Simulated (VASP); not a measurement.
Calculation: MS2 meta-GGA, VASP's PBE PAW potentials (set 64) (plane waves; VASP).

A VASP calculation is set up with these files.

INCAR:
```
! general
SYSTEM  = Ni
PREC    = Accurate
ENCUT   = 520   ! plane-wave cut-off (eV)
LREAL   = .FALSE.   ! projection in real space or not
LASPH   = .TRUE.   ! aspherical one-centre terms

! electronic loop
EDIFF   = 1E-7   ! SCF stop (eV)
NELM    = 100   ! most electronic steps
ALGO    = Normal   ! blocked Davidson
LMAXMIX = 4   ! l cut-off of mixed one-centre charges
LMIXTAU = .TRUE.

! smearing
ISMEAR  = 1
SIGMA   = 0.1

! functional
METAGGA = MS2

! spin
ISPIN   = 2   ! spin-polarised
MAGMOM  = 0.8

! ions
ISIF    = 2

! output
LWAVE   = .FALSE.
LCHARG  = .FALSE.
LORBIT  = 10
```

File KPOINTS:
```
Automatic mesh
0
Gamma
18 18 18
0 0 0
```

POSCAR:
```
Ni
1.0
  0.0000000000   1.7308869594   1.7308869594
  1.7308869594   0.0000000000   1.7308869594
  1.7308869594   1.7308869594   0.0000000000
Ni
1
Direct
  0.0000000000   0.0000000000   0.0000000000
```

POTCAR, in this order: Ni (PBE.64 set). Program: vasp_std.

Task: Estimate the energy per atom (σ→0), cell moment, band gap (on the k-mesh).

Result: 
The energy per atom (σ→0) is -7.789 eV/atom. The cell moment is 0.77 μB and the band gap (on the k-mesh) comes out as none (metal, semimetal or under 0.01 eV).

OSZICAR:
```
...
DAV:  15    -0.778850515373E+01    0.16195E-04   -0.11653E-05  7219   0.642E-02    0.662E-03
DAV:  16    -0.778850229462E+01    0.28591E-05   -0.56187E-07  7255   0.141E-02    0.445E-03
DAV:  17    -0.778850010755E+01    0.21871E-05   -0.62496E-08  3791   0.285E-03    0.199E-03
DAV:  18    -0.778849949709E+01    0.61045E-06   -0.27707E-08  3638   0.182E-03    0.434E-04
DAV:  19    -0.778849929150E+01    0.20559E-06   -0.68828E-09  3629   0.165E-03    0.108E-04
DAV:  20    -0.778849911840E+01    0.17310E-06   -0.11534E-09  3604   0.624E-04    0.101E-04
DAV:  21    -0.778849905513E+01    0.63269E-07   -0.24117E-10  3619   0.264E-04
   1 F= -.77884991E+01 E0= -.77885879E+01  d E =0.266563E-03  mag=     0.7714
```

The compound is Ni in the fcc structure. It was relaxed first.
